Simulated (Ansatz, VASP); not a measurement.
**KNaICl in VASP and in Ansatz**

Contents of INCAR:

```
SYSTEM = KNaICl
ALGO     = Normal         ! electronic algorithm
EDIFF    = 1E-7           ! SCF threshold, eV
ENCUT    = 520            ! plane-wave cutoff, eV
GGA      = CA             ! functional
ISIF     = 2              ! what is computed and relaxed
ISMEAR   = 0              ! smearing method
LASPH    = .True.         ! aspherical terms in the spheres
LCHARG   = .False.        ! write CHGCAR
LREAL    = .False.        ! projectors in reciprocal space
LWAVE    = .False.        ! write WAVECAR
NBANDS   = 23             ! bands
NELM     = 80             ! most SCF steps
PREC     = Accurate       ! precision mode
SIGMA    = 0.05           ! smearing width, eV
```

File KPOINTS:

```
k-points
0
Gamma
  6 6 4
  0 0 0
```

POSCAR

```
KNaICl
1.0
    4.3997281057      0.0000000000      0.0000000000
    0.0000000000      4.3997281057      0.0000000000
    0.0000000000      0.0000000000      6.2608948866
K Na I Cl
1 1 1 1
Direct
    0.5000000000      0.5000000000      0.5000000000
    0.0000000000      0.0000000000      0.0000000000
    0.5000000000      0.5000000000      0.0000000000
    0.0000000000      0.0000000000      0.5000000000
```

Input for Ansatz:

```yaml
crystal:
  lattice:
    - [4.3997281057, 0.0, 0.0]
    - [0.0, 4.3997281057, 0.0]
    - [0.0, 0.0, 6.2608948866]
  atoms:
    - { symbol: K, position: [0.5, 0.5, 0.5] }
    - { symbol: Na, position: [0.0, 0.0, 0.0] }
    - { symbol: I, position: [0.5, 0.5, 0.0] }
    - { symbol: Cl, position: [0.0, 0.0, 0.5] }
basis:
  ecutwfc: 520.0
kpoints:
  mp_grid: { grid: [6, 6, 4] }
hamiltonian:
  xc: lda
  pseudopotentials: { kind: paw }
scf:
  occupations: { method: gaussian, width: 0.05 }
output:
  forces: true
  stress: true
  eigenvalues: true
```

Change from the starting cell: strain +e along x and -e along y +0.0000, strain +e along z and -e/2 along x and y -0.0367.

Alike in both runs: task single point; functional LDA; k mesh 6 × 6 × 4; occupations gaussian, width 0.05 eV; no spin polarisation.

```csv
,VASP,Ansatz
version,VASP 6.6.1,Ansatz 0.2.0
potentials or method,"VASP PAW LDA potentials, release 64 (K_sv, Na_pv, I, Cl)","scalar-relativistic, plane waves, PAW"
plane-wave cutoff (eV),520,520
valence electrons in the cell,30,42
```

VASP gave:

```
gap on the k mesh at the Fermi level (eV)       : 3.97
least direct gap on the mesh (eV)               : 3.97
pressure (GPa)                                  : 0.1
largest component of the traceless stress (GPa) : 1.74
```

Q: Which values does Ansatz return?

A: gap on the k mesh at the Fermi level (eV): 3.96; least direct gap on the mesh (eV): 3.96; pressure (GPa): 0.0; largest component of the traceless stress (GPa): 1.71.

The two sets of potentials don't hold the same shells in valence.

Caveats: spin-orbit coupling is left out, which moves the levels of the heavy elements. A k mesh can miss the band edges.
